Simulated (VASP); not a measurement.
An input for Quantum ESPRESSO's pw.x (written as the equivalent of a VASP run, and not itself run):

```
&CONTROL
  calculation = 'scf'
  pseudo_dir = './pseudo'
  outdir = './out'
  tprnfor = .true.
  tstress = .true.
/
&SYSTEM
  ibrav = 0
  nat = 4
  ntyp = 2
  ecutwfc = 84
  occupations = 'smearing'
  smearing = 'gaussian'
  degauss = 0.00735
  input_dft = 'pbesol'
/
&ELECTRONS
  conv_thr = 7.3e-08
  electron_maxstep = 100
/
ATOMIC_SPECIES
  Pb 207.200 Pb.upf
  O 15.999 O.upf
CELL_PARAMETERS angstrom
     3.9185120    0.0000000    0.0000000
     0.0000000    3.9185120    0.0000000
     0.0000000    0.0000000   16.3659340
ATOMIC_POSITIONS crystal
  Pb   0.5000000  0.0000000  0.5722820
  Pb   0.0000000  0.5000000  0.4277180
  O    0.0000000  0.0000000  0.5000000
  O    0.5000000  0.5000000  0.5000000
K_POINTS automatic
  6 6 1 0 0 0
```

Question: Write the VASP files for the same calculation (PBEsol).

Answer: This is not unique; one that fits is 
### INCAR
```
SYSTEM=PbO
PREC=Accurate; ENCUT=400; LREAL=.False.
LASPH=.True.
EDIFF=1E-6; NELM=100; ALGO=Normal
LMAXMIX=4
ISMEAR=0; SIGMA=0.1
GGA=PS
ISIF=2
LWAVE=.False.; LCHARG=.False.
```

### KPOINTS
```
Automatic
0
G
 6 6 1
0 0 0
```

File POSCAR:
```
PbO
1
    3.9185120000     0.0000000000     0.0000000000
    0.0000000000     3.9185120000     0.0000000000
    0.0000000000     0.0000000000    16.3659340000
Pb O
2 2
Direct
  0.5000000000   0.0000000000   0.5722820000
  0.0000000000   0.5000000000   0.4277180000
  0.0000000000   0.0000000000   0.5000000000
  0.5000000000   0.5000000000   0.5000000000
```

POTCAR, in this order: Pb_d O (PBE.64 set). Program: vasp_std.

Limits of the translation: the potentials are each code's own (VASP's PAW set, PseudoDojo norm-conserving files in pw.x), so ENCUT and ecutwfc are chosen apart and not converted; conv_thr bounds pw.x's estimated SCF error, while EDIFF bounds the energy change between steps.

The cell is a sheet with vacuum, built from a generated structure.
